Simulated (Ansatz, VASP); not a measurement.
**LaFe5H2: VASP beside Ansatz**

```xyz
8
Lattice="2.5475 -4.4412 0.0000 2.5475 4.4412 0.0000 0.0000 0.0000 4.0944" Properties=species:S:1:pos:R:3 pbc="T T T"
La    0.0000    0.0000    0.0000
Fe    2.5475    0.0000    2.0472
Fe    2.5475    1.4501    0.0000
Fe    2.5475   -1.4501    0.0000
Fe    1.2738    2.2206    2.0472
Fe    1.2738   -2.2206    2.0472
H     2.5475   -3.2556    2.0472
H     2.5475    3.2556    2.0472
```

Change from the starting cell: volume scaled by 0.96.

Alike in both runs: task single point; functional PBE; k mesh 6 × 6 × 7; occupations fermi-dirac, width 0.05 eV; collinear spin, ferromagnetic start.

|  | VASP | Ansatz |
| --- | --- | --- |
| version | VASP 6.6.1 | Ansatz 0.2.0 |
| potentials or method | VASP PAW PBE potentials, release 64 (La, Fe, H) | Ansatz PAW |
| plane-wave cutoff (eV) | 520 | 420 |
| valence electrons in the cell | 53 | 93 |

|  | VASP | Ansatz | Ansatz less VASP |
| --- | --- | --- | --- |
| gap on the k mesh at the Fermi level (eV) | none | none | - |
| pressure (GPa) | 5.1 | 5.2 | +0.12 |
| largest component of the traceless stress (GPa) | 0.15 | 0.40 | +0.253 |
| rms of the force components (eV/Å) | 0.041 | 0.033 | -0.0087 |
| net moment per atom (μB) | 1.37 | 1.36 | -0.002 |
| size of the moment on the site where the two differ most (μB) | 1.92 | 1.65 | -0.268 |

Site moments also hang on the region over which each program counts them. Atom by atom the forces differ by 0.009 eV/Å (rms over components). A gap of «none» marks a metal or a gap that the smearing closes. The two sets of potentials don't hold the same shells in valence.

Spin-orbit coupling is left out, which matters for the levels of La.
